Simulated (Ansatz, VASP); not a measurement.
One calculation of SnPt3, two programs

The input INCAR:

```
SYSTEM = SnPt3
PREC = Accurate
ENCUT = 520
EDIFF = 1E-7
ISMEAR = -1
SIGMA = 0.05
LREAL = .FALSE.
LASPH = .TRUE.
NELM = 100
ALGO = Normal
ISIF = 2
LWAVE = .FALSE.
LCHARG = .FALSE.
GGA = CA
NBANDS = 30
```

The input KPOINTS:

```
Automatic mesh
0
G
  8 8 8
  0 0 0
```

File POSCAR:

```
SnPt3
1.0
    3.9731535535      0.0000000000      0.0000000000
    0.0000000000      3.9731535535      0.0000000000
    0.0000000000      0.0000000000      3.9731535535
Sn Pt
1 3
Direct
    0.0000000000      0.0000000000      0.0000000000
    0.0000000000      0.5000000000      0.5000000000
    0.5000000000      0.0000000000      0.5000000000
    0.5000000000      0.5000000000      0.0000000000
```

Input for Ansatz:

```yaml
crystal:
  lattice:
    - [3.9731535535, 0.0, 0.0]
    - [0.0, 3.9731535535, 0.0]
    - [0.0, 0.0, 3.9731535535]
  atoms:
    - { symbol: Sn, position: [0.0, 0.0, 0.0] }
    - { symbol: Pt, position: [0.0, 0.5, 0.5] }
    - { symbol: Pt, position: [0.5, 0.0, 0.5] }
    - { symbol: Pt, position: [0.5, 0.5, 0.0] }
kpoints:
  mp_grid: { grid: [8, 8, 8] }
  band_path:
    path:
      - [0.0, 0.0, 0.0]
      - [0.0, 0.5, 0.0]
      - [0.5, 0.5, 0.0]
      - [0.0, 0.0, 0.0]
      - [0.5, 0.5, 0.5]
      - [0.0, 0.5, 0.0]
      - [0.5, 0.5, 0.5]
      - [0.5, 0.5, 0.0]
    npoints: 5
scf:
  occupations: { method: fermi_dirac, width: 0.05 }
hamiltonian:
  xc: lda
  pseudopotentials: { kind: all_electron, lapw: { basis_error: 0.0005 } }
output:
  forces: true
  stress: true
  eigenvalues: true
```

Change from the starting cell: volume scaled by 0.98.

Alike in both runs: task single point; functional LDA; k mesh 8 × 8 × 8; occupations fermi-dirac, width 0.05 eV; no spin polarisation.

```csv
,VASP,Ansatz
version,VASP 6.6.1,Ansatz 0.2.0
potentials or method,"VASP PAW LDA potentials, release 64 (Sn_d, Pt)","all-electron LAPW, scalar-relativistic"
plane-wave cutoff (eV),520,see its input
```

Ansatz gave:

- pressure (GPa): 1.2

Q: Estimate VASP's values.

A: Pressure (GPa): 2.0.

Ansatz ran all-electron here, so the differences hold the error of VASP's frozen core and of both bases.

Spin-orbit coupling is left out, which matters for the levels of Pt.
